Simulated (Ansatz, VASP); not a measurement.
# Ga38NO56 (partly crystallised Ga2O3): VASP beside Ansatz, part 2 of 2

Wanted: the spread between two codes on one cell, functional and k mesh. Of the first pair: The structure shown is the start of the Ansatz relaxation below; VASP solves that cell, so the two are compared at the walk's first step.

VASP 6.6.1 and Ansatz 0.2.0.

So far: Starting point; Ansatz: relaxation, RPBE.

## (3) VASP: single point, RPBE, start cell, pair 1

Level of this step: RPBE, spin-polarised from a ferromagnetic start; plane waves and PAW (Ga_d, O, N) (VASP).

The same cell, functional, mesh and smearing now go to VASP, with its own data sets.

Lines of VASP's logs that name or quote its potential files are left out, and so is its time.

INCAR

```
SYSTEM = Ga38NO56
PREC = Accurate
ENCUT = 520
EDIFF = 1E-06
NELM = 200
ISMEAR = -1
SIGMA = 0.025
LREAL = Auto
ALGO = Normal
GGA = RP
NBANDS = 488
ISPIN = 2
MAGMOM = -0 0 -0 0 0 -0 -0 -0 -0 -0 -0 -0 -0 -0 -0 0 0 -0 0 0 -0 0 0 0 -0 -0 0 0 -0 0 -0 0 0 0 -0 0 0 -0 0 -0 0 0 0 0 0 0 0 0 0 0 -0 0.01 0 0.01 0 -0 0 0 0 0 0.01 0.01 0 0 0 0 0 -0 0 0 0 0 0 0.05 -0 0 0 0 0 0 0 0 -0 -0 0 0 -0 -0 0 -0 0 0.04 -0 0 0.63
LORBIT = 11
LWAVE = .FALSE.
LCHARG = .FALSE.
ISIF = 2
LASPH = .TRUE.
GGA_COMPAT = .FALSE.
NCORE = 2
```

POSCAR

```
Ga38NO56
1.0
   10.6453400000      0.0000000000      0.0000000000
    0.0000000000     10.6453400000      0.0000000000
    0.0000000000      0.0000000000     10.6453400000
Ga O N
38 56 1
Direct
    0.2254789420      0.7756163730      0.0133485638
    0.5878158894      0.3371897938      0.6536287239
    0.5332098364      0.3768127650      0.9211166576
[... 2 atom lines left out ...]
    0.4153554513      0.1112035877      0.0573302497
[... 3 atom lines left out ...]
    0.8074988680      0.3085387597      0.3991042090
[... 1 atom line left out ...]
    0.1257075866      0.2611565248      0.2596065508
[... 1 atom line left out ...]
    0.0237005112      0.9376778947      0.6668927437
    0.1896698461      0.2616637890      0.9718055036
[... 1 atom line left out ...]
    0.8110215362      0.8177099087      0.8443882488
[... 2 atom lines left out ...]
    0.7728827825      0.1033785675      0.5866510605
    0.5182079671      0.1027116090      0.7563873019
    0.1581537086      0.0022639014      0.1422500362
    0.8900044527      0.3204312873      0.1327529229
[... 1 atom line left out ...]
    0.8847815100      0.0288952725      0.2888587870
    0.7227575634      0.0720127305      0.0223478066
    0.9386078791      0.7760766683      0.1386803991
    0.5797560247      0.3418021407      0.2145915490
    0.6063592145      0.8811179352      0.2261177191
[... 2 atom lines left out ...]
    0.1442978806      0.5224257750      0.1407846062
    0.9292704601      0.1205879756      0.8685960242
    0.2465210130      0.0354333445      0.8360371768
[... 2 atom lines left out ...]
    0.7406339300      0.6102294525      0.0713833471
[... 1 atom line left out ...]
    0.8463045802      0.4868139486      0.1333729125
[... 2 atom lines left out ...]
    0.8556232117      0.1239321619      0.4318321444
[... 5 atom lines left out ...]
    0.7528740275      0.9820823008      0.1698301792
[... 2 atom lines left out ...]
    0.0734311915      0.8611185739      0.0581662962
    0.0958259670      0.1221943123      0.9103044149
[... 3 atom lines left out ...]
    0.4800222445      0.0206193508      0.1981054621
    0.5651674817      0.0286980031      0.9524167382
    0.6374902070      0.5305983651      0.9512894844
[... 1 atom line left out ...]
    0.9486592255      0.8677224025      0.2955941285
    0.8281182189      0.9808611092      0.9084914150
[... 2 atom lines left out ...]
    0.9634732193      0.3477859796      0.3099760083
    0.7250026772      0.2782156324      0.5618045079
    0.5614569380      0.5206973192      0.2058929071
    0.5259578370      0.2683897367      0.0655310211
[... 4 atom lines left out ...]
    0.9237844916      0.0910539259      0.6923217107
[... 1 atom line left out ...]
    0.6135266699      0.2536884684      0.8150232872
[... 2 atom lines left out ...]
    0.2478173548      0.1728831583      0.1287323843
    0.6351981242      0.0147576310      0.6477763979
[... 2 atom lines left out ...]
    0.7995517287      0.5738191547      0.7099538390
[... 1 atom line left out ...]
    0.2049817103      0.3683771491      0.8205656184
[... 1 atom line left out ...]
    0.0742484505      0.3575555126      0.0775174865
[... 2 atom lines left out ...]
    0.7362094588      0.2651676696      0.2375405577
[... 3 atom lines left out ...]
    0.0213426720      0.1110814685      0.2057426066
[... 2 atom lines left out ...]
    0.8356990007      0.2118391709      0.9941345227
```

KPOINTS

```
Automatic mesh
0
Gamma
1 1 1
0 0 0
```

PAW data sets: Ga_d, O and N (PBE family, release 64).

Command:

```
> mpirun -np 8 vasp_gam
```

Numbers of over 12 decimals in the logs are rounded to 6 here.

The log of the run:

```text
[banner, memory and clock lines left out]
running    8 mpi-ranks, on    1 nodes
[...]
|                                                                             |
|               ----> ADVICE to this user running VASP <----                  |
|                                                                             |
|     You enforced a specific xc type in the INCAR file but a different       |
|     [... a line on the potential file left out ...]
|     I HOPE YOU KNOW WHAT YOU ARE DOING!                                     |
|                                                                             |

 LDA part: xc-table for (Slater+PW92), standard interpolation
 POSCAR, INCAR and KPOINTS ok, starting setup
[...]
entering main loop
       N       E                     dE             d eps       ncg     rms          rms(c)
DAV:   1     0.237253049241E+05    0.23725E+05   -0.30001E+05  1960   0.345E+03
DAV:   2     0.571304568873E+04   -0.18012E+05   -0.17181E+05  1952   0.102E+03
DAV:   3     0.287918028836E+03   -0.54251E+04   -0.51113E+04  2480   0.382E+02
DAV:   4    -0.528589913306E+03   -0.81651E+03   -0.79363E+03  2304   0.153E+02
[...]
DAV:  21    -0.518366674729E+03    0.70206E-06   -0.11719E-05  2608   0.158E-02    0.263E-03
DAV:  22    -0.518366675574E+03   -0.84464E-06   -0.10310E-05  1856   0.116E-02    0.189E-03
DAV:  23    -0.518366675754E+03   -0.18020E-06   -0.87955E-07  1224   0.808E-03
   1 F= -.51836668E+03 E0= -.51836667E+03  d E =-.159207E-05  mag=     1.0000
```

OUTCAR, selected parts (step 3):

```text
  Total       -5.9254493    -14.8292652     13.8778850      6.2764732      3.3494247     -0.5568660
  in kB       -7.8696108    -19.6948013     18.4312698      8.3358069      4.4483832     -0.7395758
  external PRESSURE =      -3.0443808 kB  Pullay stress =       0.0000000 kB

  FREE ENERGIE OF THE ION-ELECTRON SYSTEM (eV)
  ---------------------------------------------------
  free  energy   TOTEN  =      -518.3666757538 eV

  energy  without entropy=     -518.3666741617  energy(sigma->0) =     -518.36667496

 magnetization (x)
# of ion       s       p       d       tot
------------------------------------------
    1       -0.000  -0.000   0.000  -0.000
    2       -0.000  -0.000   0.001   0.000
    3       -0.000  -0.001   0.000  -0.001
    4        0.000   0.000   0.000   0.000
    5        0.000   0.000   0.000   0.000
    6       -0.000  -0.000   0.000  -0.000
    7       -0.000  -0.000  -0.000  -0.000
    8       -0.000  -0.000   0.000  -0.000
    9        0.000  -0.000   0.000  -0.000
   10       -0.000  -0.000   0.000  -0.000
   11        0.000  -0.000  -0.000  -0.000
   12       -0.000  -0.000   0.000  -0.000
   13       -0.000  -0.000  -0.000  -0.000
[...]
--------------------------------------------------
tot          0.003   0.675   0.033   0.710

[... 3 further parts left out ...]
[key lines of the parts left out:]
E-fermi :   2.6599
```

The run ends at a pressure of -0.30 GPa, with forces up to 0.64 eV/Å.

## (4) Side by side

Known differences besides the potentials themselves: VASP starts from the moments at which Ansatz ended; the cutoff is 420 eV in Ansatz and 520 eV in VASP (PREC = Accurate, projectors in real space); Ansatz makes its cores anew for this functional, VASP keeps those of its PBE data sets. Total energies have different zeros and are not compared.

Forces on 9 of the 95 atoms, those with the largest forces and the largest differences (eV/Å; atoms numbered as in POSCAR):

| atom | Ansatz x, y, z | VASP x, y, z |
| --- | --- | --- |
| Ga23 | -0.019, 0.348, 0.092 | -0.048, 0.350, 0.023 |
| Ga26 | -0.441, -0.157, 0.044 | -0.435, -0.127, 0.059 |
| Ga33 | 0.098, 0.095, -0.655 | 0.122, 0.120, -0.617 |
| O45 | -0.003, 0.009, 0.015 | -0.065, 0.059, 0.045 |
| O52 | 0.220, -0.107, 0.006 | 0.168, -0.112, 0.005 |
| O54 | 0.043, 0.019, -0.034 | 0.088, 0.048, -0.067 |
| O61 | 0.045, -0.448, -0.087 | 0.049, -0.468, -0.103 |
| O88 | -0.135, 0.079, 0.314 | -0.165, 0.058, 0.306 |
| N95 | 0.085, 0.224, 0.122 | 0.088, 0.218, 0.124 |

The forces differ by 19 meV/Å r.m.s., which is 23.7 % of the r.m.s. force of 0.080 eV/Å (both taken over all components). Moments aren't recorded for both runs of this pair, so they may hold unlike magnetic states.

## (5) Ansatz: relaxation, RPBE

This run makes the geometry at which the two programs are then compared.

The structure compared here is the end of the Ansatz relaxation.

This is the run of step 2 again, met here at its other cell.

## (6) VASP: single point, RPBE, relaxed atoms in a fixed cell, pair 2

The same cell, functional, mesh and smearing now go to VASP, with its own data sets.

INCAR is that of step 3.

POSCAR

```
Ga38NO56
1.0
   10.6453400000      0.0000000000      0.0000000000
    0.0000000000     10.6453400000      0.0000000000
    0.0000000000      0.0000000000     10.6453400000
Ga O N
38 56 1
Direct
    0.2306800000      0.7776800000      0.0103500000
    0.5916400000      0.3329400000      0.6549200000
    0.5387200000      0.3764800000      0.9213900000
[... 2 atom lines left out ...]
    0.4157600000      0.1061900000      0.0556500000
[... 3 atom lines left out ...]
    0.8070900000      0.3105300000      0.3985900000
[... 1 atom line left out ...]
    0.1227000000      0.2643700000      0.2547300000
[... 1 atom line left out ...]
    0.0223200000      0.9356700000      0.6663400000
    0.1888500000      0.2633100000      0.9694300000
[... 1 atom line left out ...]
    0.8137200000      0.8179400000      0.8520400000
[... 2 atom lines left out ...]
    0.7715100000      0.0982000000      0.5799400000
    0.5186700000      0.1001200000      0.7618500000
    0.1588400000      0.0058700000      0.1369800000
    0.8830900000      0.3358200000      0.1322000000
    0.6588600000      0.5882800000      0.7870100000
    0.8847500000      0.0283100000      0.2830200000
    0.7210500000      0.0717100000      0.0223900000
    0.9551100000      0.7766300000      0.1295700000
    0.5736400000      0.3372900000      0.2137200000
    0.6173500000      0.8704200000      0.2375800000
[... 2 atom lines left out ...]
    0.1459900000      0.5255400000      0.1398900000
    0.9277000000      0.1252600000      0.8627800000
[... 3 atom lines left out ...]
    0.7177500000      0.6190000000      0.0869800000
[... 1 atom line left out ...]
    0.8405500000      0.5038300000      0.1441600000
[... 2 atom lines left out ...]
    0.8567200000      0.1222800000      0.4269300000
[... 5 atom lines left out ...]
    0.7495400000      0.9816000000      0.1704200000
[... 2 atom lines left out ...]
    0.0782300000      0.8645800000      0.0456200000
    0.0961600000      0.1238400000      0.9058600000
[... 3 atom lines left out ...]
    0.4815000000      0.0150500000      0.1960600000
    0.5663200000      0.0205800000      0.9497400000
    0.6543200000      0.5161800000      0.9516000000
[... 1 atom line left out ...]
    0.9436300000      0.8630100000      0.2862500000
    0.8329400000      0.9811900000      0.9112500000
[... 2 atom lines left out ...]
    0.9621900000      0.3484600000      0.3052400000
    0.7248600000      0.2726400000      0.5596600000
    0.5566400000      0.5144800000      0.2004300000
    0.5258400000      0.2631600000      0.0628100000
[... 4 atom lines left out ...]
    0.9211600000      0.0875200000      0.6884700000
[... 1 atom line left out ...]
    0.6200600000      0.2479600000      0.8168100000
[... 2 atom lines left out ...]
    0.2470300000      0.1756500000      0.1251300000
    0.6354100000      0.0090800000      0.6491200000
[... 2 atom lines left out ...]
    0.8087200000      0.5657100000      0.7095700000
[... 1 atom line left out ...]
    0.2076600000      0.3690800000      0.8195400000
[... 1 atom line left out ...]
    0.0740300000      0.3626900000      0.0763800000
[... 2 atom lines left out ...]
    0.7333900000      0.2721100000      0.2390000000
[... 3 atom lines left out ...]
    0.0197900000      0.1098500000      0.1987300000
[... 2 atom lines left out ...]
    0.8350900000      0.2163400000      0.9947100000
```

KPOINTS is that of step 3.

Command:

```
> mpirun -np 8 vasp_gam
```

The log of the run:

```text
[banner, memory and clock lines left out]
running    8 mpi-ranks, on    1 nodes
[...]
[... a notice as in an earlier step ...]

 LDA part: xc-table for (Slater+PW92), standard interpolation
 POSCAR, INCAR and KPOINTS ok, starting setup
[...]
entering main loop
       N       E                     dE             d eps       ncg     rms          rms(c)
DAV:   1     0.237581452480E+05    0.23758E+05   -0.29987E+05  1960   0.345E+03
DAV:   2     0.572364278747E+04   -0.18035E+05   -0.17187E+05  1952   0.102E+03
DAV:   3     0.278532341356E+03   -0.54451E+04   -0.51322E+04  2496   0.383E+02
DAV:   4    -0.530519779389E+03   -0.80905E+03   -0.78748E+03  2304   0.153E+02
[...]
DAV:  20    -0.518613979099E+03   -0.10514E-05   -0.33770E-05  2592   0.194E-02    0.499E-03
DAV:  21    -0.518613979416E+03   -0.31703E-06   -0.12701E-05  1928   0.145E-02    0.273E-03
DAV:  22    -0.518613979471E+03   -0.55064E-07   -0.23511E-06  1528   0.133E-02
   1 F= -.51861398E+03 E0= -.51861398E+03  d E =-.581622E-07  mag=     1.0000
```

OUTCAR, selected parts (step 6):

```text
  FREE ENERGIE OF THE ION-ELECTRON SYSTEM (eV)
  ---------------------------------------------------
  free  energy   TOTEN  =      -518.6139794709 eV

  energy  without entropy=     -518.6139794128  energy(sigma->0) =     -518.61397944

 magnetization (x)
# of ion       s       p       d       tot
------------------------------------------
    1       -0.000  -0.000   0.000  -0.000
    2       -0.000  -0.000   0.001   0.000
    3       -0.001  -0.001   0.000  -0.001
    4        0.000   0.000   0.000   0.000
    5        0.000   0.000   0.000   0.000
    6       -0.000  -0.000   0.000  -0.000
    7       -0.000  -0.000  -0.000  -0.000
    8       -0.000   0.000   0.000  -0.000
    9        0.000  -0.000   0.000  -0.000
   10       -0.000  -0.000   0.000  -0.000
   11       -0.000  -0.000   0.000  -0.000
   12       -0.000  -0.000   0.000  -0.000
   13       -0.000  -0.000  -0.000  -0.000
[...]
--------------------------------------------------
tot          0.001   0.675   0.026   0.703

[... 1 part as in an earlier step ...]

[... 1 further part left out ...]
[key lines of the parts left out:]
E-fermi :   2.7950
```

The run ends at a pressure of -0.38 GPa, with forces up to 0.091 eV/Å.

## (7) Differences

What differs besides the data sets and the points named for the pairs above, as far as they apply: site moments are counted in spheres of each program's own size. Total energies have different zeros and are not compared.

Compared:

| quantity | Ansatz | VASP | difference |
| --- | --- | --- | --- |
| total moment (μB) | 1.00 | 1.00 | 0.00 |
| moment on N95 (μB) | 0.63 | 0.57 | +0.06 |
| moment on O74 (μB) | 0.05 | 0.05 | 0.00 |

The largest component of a force difference here is 59 meV/Å.

## (8) Results

```
r.m.s. force difference (single point, RPBE, start cell, pair 1)                    : 19 meV/Å
r.m.s. force difference (single point, RPBE, relaxed atoms in a fixed cell, pair 2) : 17 meV/Å
```

**Reading.** The r.m.s. force difference is 19 meV/Å (single point, RPBE, start cell, pair 1), beyond the 12 meV/Å picked in this series as the mark of a large difference. What causes the difference of the single point, RPBE, start cell, pair 1 pair stays open here. What causes the difference of the single point, RPBE, relaxed atoms in a fixed cell, pair 2 pair stays open here. Such differences can come from data sets, numerical settings and the points named under the comparisons, not from the functional's error against experiment.

[Lines on the potential files, build, host, timing and source positions are cut from VASP's logs without a mark.]

[Logs are printed without paths, hosts, clocks, repeated set-up lines and the standing remarks that a program may print on its own settings, such as how far it seeks lower states.]

[Hosts, paths, dates, database ids (printed as entryN), source tags and the programs' standing remarks are cut or masked in the printed files.]
